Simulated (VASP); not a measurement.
Consider the following.

```yaml
crystal:
  lattice:
    - [4.07827, 0.00000, 0.00000]
    - [0.00000, 4.07827, 0.00000]
    - [0.00000, 0.00000, 4.07827]
  atoms:
    - { symbol: Sc, position: [0.00000, 0.00000, 0.00000] }
    - { symbol: Al, position: [0.00000, 0.50000, 0.50000] }
    - { symbol: Al, position: [0.50000, 0.00000, 0.50000] }
    - { symbol: Al, position: [0.50000, 0.50000, 0.00000] }
```

All values below come from PBE GGA, VASP's PBE PAW potentials (set 64) (plane waves; VASP). Run with 300 eV cut-off, 8×8×8 Γ-centred mesh, Gaussian smearing of 0.27 eV, potentials Sc_sv Al.

Give the energies of bands 5 to 13 at the high-symmetry points, in eV from the Fermi level.

| band | Γ | X | M | R |
|---|---|---|---|---|
| 5 | -10.09 | -8.21 | -6.80 | -4.83 |
| 6 | -2.65 | -7.37 | -5.67 | -4.83 |
| 7 | -2.65 | -1.75 | -5.67 | -4.83 |
| 8 | -1.84 | -1.75 | -4.40 | -4.52 |
| 9 | -1.84 | -1.51 | -0.56 | -2.99 |
| 10 | -1.84 | 0.89 | -0.56 | -2.99 |
| 11 | 1.25 | 1.00 | 1.19 | -2.99 |
| 12 | 1.29 | 1.00 | 1.37 | 0.96 |
| 13 | 1.29 | 1.34 | 2.09 | 2.62 |

It has no gap at this level: it comes out as a metal or semimetal.

The structure is a typed Al3Sc crystal (Pm-3m). The cell was not relaxed at this level.
